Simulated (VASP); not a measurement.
Consider the following.

```
NbC
1.0
    3.11245     0.00000     0.00000
   -1.55622     2.69546     0.00000
    0.00000     0.00000     5.52933
Nb C
2 2
Direct
  0.00000   0.00000   0.00000
  0.00000   0.00000   0.50000
  0.33333   0.66667   0.25000
  0.66667   0.33333   0.75000
```

Calculation: PBEsol GGA, VASP's PBE PAW potentials (set 64) (plane waves; VASP). Settings: 520 eV cut-off, 13×13×6 Γ-centred mesh, tetrahedra with Blöchl corrections, potentials Nb_sv C.

The cores are frozen, which limits the accuracy of field gradients.

**Question.** Give the principal components of the electric field gradient (V/Å²) and the asymmetry η at each nucleus.

**Answer.** 
```json
[
 {"atom": "Nb1", "Vxx": "63.0", "Vyy": "63.0", "Vzz": "-126.1", "η": "0.00"},
 {"atom": "Nb2", "Vxx": "63.0", "Vyy": "63.0", "Vzz": "-126.1", "η": "0.00"},
 {"atom": "C3", "Vxx": "-2.2", "Vyy": "-2.1", "Vzz": "4.3", "η": "0.00"},
 {"atom": "C4", "Vxx": "-2.2", "Vyy": "-2.1", "Vzz": "4.3", "η": "0.00"}
]
```

The structure was generated: NbC was put into the NiAs type type (P6_3/mmc), which need not be its known phase. It was relaxed first, which changed the volume by -31 %.
